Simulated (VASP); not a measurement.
VASP runs on SrTe (rock salt) share one base input (PBE GGA, plane waves, VASP's PBE PAW potentials (set 64)) and change the settings named in each case.

POSCAR:
```
SrTe
6.79320
  0.0000000000   0.5000000000   0.5000000000
  0.5000000000   0.0000000000   0.5000000000
  0.5000000000   0.5000000000   0.0000000000
Sr Te
1 1
Direct
  0.0000000000   0.0000000000   0.0000000000
  0.5000000000   0.5000000000   0.5000000000
```

KPOINTS:
```
Regular mesh
0
Gamma
 6 6 6
0 0 0
```

**INCAR**
```
! general
SYSTEM   =  SrTe
PREC     =  Accurate
ENCUT    =  400   ! plane-wave cut-off (eV)
LREAL    =  .FALSE.   ! projection in real space or not
LASPH    =  .TRUE.   ! aspherical one-centre terms

! electronic loop
EDIFF    =  1E-6   ! SCF stop (eV)
NELM     =  100   ! most electronic steps
ALGO     =  Normal
LMAXMIX  =  4   ! l cut-off of mixed one-centre charges

! smearing
ISMEAR   =  0   ! Gaussian
SIGMA    =  0.05   ! width (eV)

! functional
GGA      =  PE

! ions
ISIF     =  2   ! forces and stress, cell fixed

! output
LWAVE    =  .FALSE.
LCHARG   =  .FALSE.
```

POTCAR, in this order: Sr_sv Te (PBE.64 set). Program: vasp_std.

```json
[
 {"change": "base run", "E(σ→0) (eV/atom)": "-4.1297", "irreducible k-points": "16"},
 {"change": "KGAMMA = .TRUE., KSPACING = 0.4, KPOINTS file removed", "E(σ→0) (eV/atom)": "-4.1287", "irreducible k-points": "10"},
 {"change": "KGAMMA = .TRUE., KSPACING = 0.35, KPOINTS file removed", "E(σ→0) (eV/atom)": "-4.1287", "irreducible k-points": "10"},
 {"change": "KGAMMA = .FALSE., KSPACING = 0.6, KPOINTS file removed", "E(σ→0) (eV/atom)": "-4.0968", "irreducible k-points": "4"},
 {"change": "KGAMMA = .TRUE., KSPACING = 0.3, KPOINTS file removed", "E(σ→0) (eV/atom)": "-4.1297", "irreducible k-points": "16"},
 {"change": "KGAMMA = .TRUE., KSPACING = 0.5, KPOINTS file removed", "E(σ→0) (eV/atom)": "-4.1239", "irreducible k-points": "8"}
]
```
 Unless said otherwise, spin-orbit coupling is left out, though it shifts the bands of the heavy elements here.

Left out are runs that ran out of time, are held back, or changed the cell or the kind of run, fixed moments of cells without a moment, rows past the twelfth, gaps on odd meshes, pressures of charged cells and columns that move by less than the noise.

The compound is SrTe in the rock salt structure. The cell was not relaxed at this level.
